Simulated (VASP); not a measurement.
Consider the following.

```xyz
5
Lattice="4.1229 0.0000 0.0000 0.0000 4.1229 0.0000 0.0000 0.0000 4.1229" Properties=species:S:1:pos:R:3 pbc="T T T"
Ba     0.0000     0.0000     0.0000
Hf     2.0615     2.0615     2.0615
O      2.0615     0.0000     2.0615
O      0.0000     2.0615     2.0615
O      2.0615     2.0615     0.0000
```

The numbers are results of LDA (Ceperley-Alder, Perdew-Zunger), VASP's LDA PAW potentials (set 64) (plane waves; VASP 6.6.1), not measurements. Settings: 520 eV cut-off, 6×6×6 Γ-centred mesh, Gaussian smearing of 0.010 eV, potentials Ba_sv Hf_pv O.

Q: Give the electronic dielectric tensor ε∞ (DFPT, local fields included).

A: 
```
4.75  0.00  0.00
0.00  4.75  0.00
0.00  0.00  4.75
```

Q: Give the Born effective charges.

A: 
```
atom   Z*xx   Z*yy   Z*zz   mean
----  -----  -----  -----  -----
Ba1    2.75   2.75   2.75   2.75
Hf2    5.86   5.86   5.86   5.86
O3    -2.03  -4.55  -2.03  -2.87
O4    -4.55  -2.03  -2.03  -2.87
O5    -2.03  -2.03  -4.55  -2.87
```

Q: And the static tensor with the ions free?

A: 
```
36.5  0.00  0.00
0.00  36.5  0.00
0.00  0.00  36.5
```

Q: Which frequencies do the optical Γ-point modes have (no LO-TO splitting)?

A: 116 (×3), 198 (×3), 210 (×3), 542 (×3) cm⁻¹.

The compound is BaHfO3 in the cubic perovskite structure. It was relaxed first.
